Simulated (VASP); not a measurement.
These are r2SCAN meta-GGA, VASP's PBE PAW potentials (set 64) (plane waves; VASP) values and carry that method's errors.

Gaps are without spin-orbit coupling.

Order these relaxed crystals by band gap, smallest first: BaCdSbF, P4/nmm (129); CeO2, P4_2/mnm (136); MgO, P6_3/mmc (194); CaC2, C2/m (12).

BaCdSbF, P4/nmm (129) (0.53 eV), CeO2, P4_2/mnm (136) (2.29 eV), CaC2, C2/m (12) (2.65 eV), MgO, P6_3/mmc (194) (4.11 eV)
